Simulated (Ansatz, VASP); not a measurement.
# SnTe in two plane-wave programs, part 2 of 2

Wanted: the spread between two codes on one cell, functional and k mesh. The cell is taken from a series of runs on this material, whose earlier steps may have relaxed, scaled, displaced or heated it; both programs get it as it stands.

VASP 6.6.1 and Ansatz 0.2.0.

So far: The starting structure; VASP: zone-centre phonons, r2SCAN.

## (3) Ansatz: zone-centre phonons, r2SCAN

Level of this step: Ansatz beside VASP: Kohn-Sham DFT, plane waves, r2SCAN (Ansatz).

Ansatz runs on its PAW soft_1 files.

The same cell, functional, mesh and smearing now go to Ansatz, which takes its cutoff from its data sets.

input.yaml reads:

```yaml
crystal:
  lattice:
    - [0.0, 3.1877830939, 3.1877830939]
    - [3.1877830939, 0.0, 3.1877830939]
    - [3.1877830939, 3.1877830939, 0.0]
  atoms:
    - { symbol: Sn, position: [0.0, 0.0, 0.0] }
    - { symbol: Te, position: [0.5, 0.5, 0.5] }
kpoints:
  mp_grid: { grid: [8, 8, 8] }
hamiltonian:
  xc: r2scan
  pseudopotentials: { kind: paw, azcp: { folder: soft_1 } }
scf:
  occupations: { method: gaussian, width: 0.01 }
output:
  eigenvalues: true
phonons:
  method: dfpt
```

Launch:

```bash
$ ansatz run input.yaml --threads 8 --pin off --max-ram 16384MiB --backend cpu --events-out ev --progress --plain --runs-dir out
```

Numbers of over 12 decimals in the logs are rounded to 6 here.

Log:

```text
Engine: ansatz 0.2.0, aarch64-unknown-linux-gnu
Pseudopotentials: kind: paw
Pseudopotential: Sn, paw, valence charge 14, recommended cutoff 500 eV (meta_gga), soft_1/Sn.paw.azcp
Pseudopotential: Te, paw, valence charge 16, recommended cutoff 500 eV (meta_gga), soft_1/Te.paw.azcp
Functional definition: r2SCAN
  parameter k0 = 0.174
  parameter k1 = 0.065
  parameter a1 = 4.9479
  exchange = r2scan_x(k0 = k0, k1 = k1, a1 = a1)
  correlation = r2scan_c
Crystal: 2 atoms, lattice volume = 64.788 Å³
Basis set: ecut = 500 eV, 1639 PW (Γ), exchange–correlation on 180×180×180 points (125 copies of the dense FFT grid, shifted against one another)
Bands: 19, of which v1, the nominal top of the filled ones, is band 15 counted from 1 (14 counted from 0)
Symmetry: 48 space group operations
k-points: 59 of 512 (irreducible under 8 space group operations, time reversal used)
Non-local potential: Sn, projectors of the file, l = 0: 2, l = 1: 2, l = 2: 2, l = 3: 1
Non-local potential: Te, projectors of the file, l = 0: 2, l = 1: 2, l = 2: 2, l = 3: 1
PAW form: soft (Blöchl's): semilocal exchange-correlation on the pseudo side does not see the compensation charge
PAW frozen core: Sn, regenerated for the run's functional (the file was generated under x = pbe(κ = 0.804, μ = 0.219515), c = pbe(β = 0.066725))
PAW frozen core: Te, regenerated for the run's functional (the file was generated under x = pbe(κ = 0.804, μ = 0.219515), c = pbe(β = 0.066725))
PAW one-centre angular grid: Sn, 590 points (default); XC on 160 Gauss nodes
PAW one-centre angular grid: Te, 590 points (default); XC on 160 Gauss nodes
Initial density: superposition of atomic densities (chi_scale 0.1, normalization cell, long waves kept (reshape's long-wave potential 0.00 eV rms))
Initial wavefunctions: pseudopotential atomic-orbital guess
Functional: x = r2scan, c = r2scan; τ floored in thin density (d = 2e-4 eV/Å³)
iter 1 solved again at ethr=4.15e-4 eV; its pass at ethr=3.10e-3 eV (dr2=1.24e-1 eV) is discarded
SCF iter   1: F=—  HF=-13034.073525 eV  |F-HF|=—  |Δ(HF+E_count)|=         —  Δρ=1.34e-2  dr2=1.23e-1  dr2_τ=1.48e-3  ethr=4.15e-4  ⟨swp⟩=1.1  Hψ=8229  notcnv=0
preconditioner: auto → none  [insulator: Δε(μ)=0.075 eV  Ē_g=9.017 eV  σ=0.010 eV  W_gap=1.00  n_scr=14 (ndim 8)  ℏωp=14.6 eV  f_vac=0.000  D(μ)=0.00/eV (n_scr^D=0)  ε∞_Penn≈3.6]
SCF iter   2: F=—  HF=-13034.116439 eV  |F-HF|=—  |Δ(HF+E_count)|=   4.29e-2  Δρ=6.73e-3  dr2=2.12e-2  dr2_τ=5.38e-4  ethr=4.09e-4  ⟨swp⟩=2.5  Hψ=1685  notcnv=0
SCF iter   3: F=—  HF=-13034.130395 eV  |F-HF|=—  |Δ(HF+E_count)|=   1.40e-2  Δρ=2.20e-3  dr2=4.73e-3  dr2_τ=2.31e-5  ethr=7.06e-5  ⟨swp⟩=3.0  Hψ=2433  notcnv=0
SCF iter   4: F=—  HF=-13034.130058 eV  |F-HF|=—  |Δ(HF+E_count)|=   3.36e-4  Δρ=4.63e-4  dr2=9.17e-5  dr2_τ=1.86e-6  ethr=1.58e-5  ⟨swp⟩=3.0  Hψ=1878  notcnv=0
SCF iter   5: F=—  HF=-13034.130108 eV  |F-HF|=—  |Δ(HF+E_count)|=   5.00e-5  Δρ=6.01e-5  dr2=2.06e-6  dr2_τ=7.24e-8  ethr=3.06e-7  ⟨swp⟩=2.7  Hψ=1913  notcnv=0
SCF iter   6: F=—  HF=-13034.130108 eV  |F-HF|=—  |Δ(HF+E_count)|=   1.26e-7  Δρ=1.79e-5  dr2=1.08e-7  dr2_τ=3.95e-9  ethr=6.85e-9  ⟨swp⟩=2.0  Hψ=1939  notcnv=0
SCF iter   7: F=—  HF=-13034.130109 eV  |F-HF|=—  |Δ(HF+E_count)|=   2.79e-7  Δρ=5.36e-6  dr2=2.93e-8  dr2_τ=1.55e-10  ethr=3.59e-10  ⟨swp⟩=2.0  Hψ=2009  notcnv=0
SCF iter   8: F=—  HF=-13034.130109 eV  |F-HF|=—  |Δ(HF+E_count)|=   8.60e-9  Δρ=7.01e-7  dr2=5.64e-10  dr2_τ=2.93e-12  ethr=9.78e-11  ⟨swp⟩=2.0  Hψ=2000  notcnv=0
SCF iter   9: F=-13034.130109 eV  HF=-13034.130109 eV  |F-HF|=3.64e-12  |Δ(HF+E_count)|=  3.07e-10  Δρ=5.90e-8  dr2=2.59e-12  dr2_τ=2.51e-14  ethr=1.00e-12  ⟨swp⟩=6.5  Hψ=7080  notcnv=0
SCF 1 converged in 9 iterations: F = -13034.130109 eV  dr2 = 2.59e-12
  greatest PAW one-centre occupation: 0.997 electrons in one spin orbital (limit 2), on the Te atom at site 1 (counted from 0), in its partial waves of l = 2
DFPT response loops at Γ: preconditioner auto → Resta (q_TF=auto, 2.400 Å⁻¹)  ε∞=20.8 (no band partly filled); β = 1.00, the filter's whole step (`scf.mixing.beta` (0.50) is not read by the response loops at its default; to damp them type it under 1.00, their step now; it binds the ground state too); Broyden in place of MSR1
SCF converged after 9 iterations
Free energy (F): -13034.130109 eV
Harris-Foulkes:  -13034.130109 eV  (|F-HF|=3.64e-12)
Internal energy: -13034.130109 eV  (E = F + TS)
E sigma→0 (E₀):  -13034.130109 eV
Fermi energy:    9.306686 eV
--- Per-component energies (eV) ---
  E_band       = -387.528692
  E_kinetic    = 336.641047
  E_local      = -2733.790473  (includes V_loc(G=0)·N_el)
  E_nonlocal   = 210.767871
  E_hartree    = 1360.078904
  E_xc         = -227.805373
  E_vxc        = -192.612794  (∫ρ·V_xc dr)
  E_paw        = -9089.446085  (= ΣΔE_a)
  E_vpaw       = -740.668373  (= ΣTr[D̂ρ^β])
  E_aug_tail   = 0.000112  (compensation charges beyond the density's cutoff)
  E_vtau       = 11.976129  (kinetic-family band-sum trace: ∫τ·v_τ [+ j·A + Jᵃ·Aᵃ] dr)
  E_ewald      = -2891.596307
  E_core_change = 1.020195  (= ΣΔE_core)
  E_smearing   = -0.000000  (= −TS)
  E_closure    = -0.000000  (closes the sum)
  Σ components = -13034.130109   (vs F -13034.130109, Δ=0.00e0)
--- Band table (eV; the first three rows and the last of 59) ---
  k-point 0: bands = [... 11 lower, 4.3603, 6.8489, 6.8489, 6.8489, 12.5940, 12.5940, 12.5940, 14.2925]
  k-point 1: bands = [... 11 lower, 3.6156, 6.8767, 6.8767, 7.3981, 11.9120, 11.9120, 11.9849, 14.2316]
  k-point 2: bands = [... 11 lower, 2.3038, 6.9703, 6.9703, 8.1718, 10.7956, 10.7956, 10.9355, 14.6565]
  k-point 58: bands = [... 11 lower, 1.5932, 4.2484, 4.2484, 8.2120, 10.0807, 14.0549, 14.0549, 15.4179]
--- Phonons (Γ-DFPT): 2 representative perturbations + reference, on 59 of 512 k-points (Σ response iterations 14) ---
  k mesh reduced under 8 symmetry operations, with k and −k counted as one. Each operation leaves every solved perturbation unchanged. A smaller set is not considered because the functional reads the kinetic-energy density
  ASR residual: 1.672e-4 → 0.000e0 eV/Å²; symmetrization residual: 6.474e-5 eV/Å²
  ASR residual per site (eV/Å²): 1.34e-4 1.67e-4
  Γ frequencies (cm⁻¹): -62.56 -62.56 -62.56 0.00 0.00 0.00
  non-analytic LO–TO correction: not included (Born effective charges unavailable; polar crystals: no LO–TO splitting at Γ)
```

In the SCF lines HF is the Harris–Foulkes energy and dr2 the Hartree energy of the density residual, in eV; the loop may stop once dr2 is under the threshold and the program's other checks hold. Hψ counts applications of the Hamiltonian.

## (4) Comparison

Known differences besides the potentials themselves: VASP keeps PBE cores, Ansatz makes them for the functional; the data sets hold 30 valence electrons in Ansatz (on its PAW soft_1 files) and 20 in VASP; the cutoff is 500 eV in Ansatz and 550 eV in VASP; VASP uses finite displacements, Ansatz perturbation theory. Total energies have different zeros and are not compared.

Both answers:

```tsv
quantity	Ansatz	VASP	difference
optical mode 1 to 3 (imaginary, printed as negative) (cm⁻¹)	-62.6	-61.1	-1.4
```

Modes are paired by rising frequency, not by their patterns, so a pair may set unlike modes beside each other; they are those without the splitting of longitudinal modes.

## (5) Summary of results

```
r.m.s. difference of the optical zone-centre modes, each program's sorted by frequency (zone-centre phonons, r2SCAN) : 1.4 cm⁻¹
```

The r.m.s. difference of the optical zone-centre modes, each program's sorted by frequency is 1.4 cm⁻¹ (zone-centre phonons, r2SCAN). The data sets hold unlike numbers of valence electrons (30 in Ansatz and 20 in VASP), so part of the differences comes from the potentials. Such differences can come from data sets, numerical settings and the points named under the comparisons, not from the functional's error against experiment.

[Lines on the potential files, build, host, timing and source positions are cut from VASP's logs without a mark.]

[Logs are printed without paths, hosts, clocks, repeated set-up lines and the standing remarks that a program may print on its own settings, such as how far it seeks lower states.]

[Hosts, paths, dates, database ids (printed as entryN), source tags and the programs' standing remarks are cut or masked in the printed files.]
